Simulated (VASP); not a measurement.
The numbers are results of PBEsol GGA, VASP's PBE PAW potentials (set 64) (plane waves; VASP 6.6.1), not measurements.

VASP ran on this input.

**POSCAR**
```
MnS
1
    5.0319655988     2.5097811639     2.5097811639
    2.5097811639     5.0319655988     2.5097811639
    2.5097811639     2.5097811639     5.0319655988
Mn S
2 2
Direct
  0.0000000000   0.0000000000   0.0000000000
  0.5000000000   0.5000000000   0.5000000000
  0.2500000000   0.2500000000   0.2500000000
  0.7500000000   0.7500000000   0.7500000000
```

**INCAR**
```
SYSTEM = MnS
PREC = Accurate
ENCUT = 520
EDIFF = 1E-7
NELM = 100
ALGO = Normal
LREAL = .FALSE.
LASPH = .TRUE.
ISMEAR = 0
SIGMA = 0.05
GGA = PS
LMAXMIX = 4
ISPIN = 2
MAGMOM = 4.0 -4.0 0.0 0.0
LORBIT = 10
LWAVE = .FALSE.
LCHARG = .FALSE.
ISIF = 4
IBRION = 2
NSW = 30
EDIFFG = -0.01
```

KPOINTS:
```
Automatic mesh
0
Gamma
7 7 7
0 0 0
```

POTCAR, in this order: Mn_pv S (PBE.64 set). Program: vasp_std.

**Question.** Predict the energy per atom (σ→0), cell moment.

**Answer.** 
| Quantity | Result |
|---|---|
| energy per atom (σ→0) | -7.529 eV/atom |
| cell moment | 0.00 μB |

### OSZICAR
```
...
DAV:   1    -0.301180259558E+02   -0.27296E-02   -0.13204E-01  4104   0.306E+00    0.414E-01
DAV:   2    -0.301162224363E+02    0.18035E-02   -0.34313E-03  4600   0.594E-01    0.238E-01
DAV:   3    -0.301156334328E+02    0.58900E-03   -0.65913E-04  5616   0.269E-01    0.127E-01
DAV:   4    -0.301155499684E+02    0.83464E-04   -0.19176E-04  5310   0.106E-01    0.339E-02
DAV:   5    -0.301155509507E+02   -0.98227E-06   -0.85947E-06  4795   0.288E-02    0.213E-02
DAV:   6    -0.301155512269E+02   -0.27619E-06   -0.81105E-07  4785   0.697E-03    0.792E-03
DAV:   7    -0.301155512641E+02   -0.37188E-07   -0.13473E-07  3655   0.312E-03
   3 F= -.30115551E+02 E0= -.30115551E+02  d E =-.616868E-03  mag=     0.0000
```

The compound is MnS in the rock salt, AFM-II order structure. This run relaxes it. Symmetry was kept, so distortions that lower it aren't found.
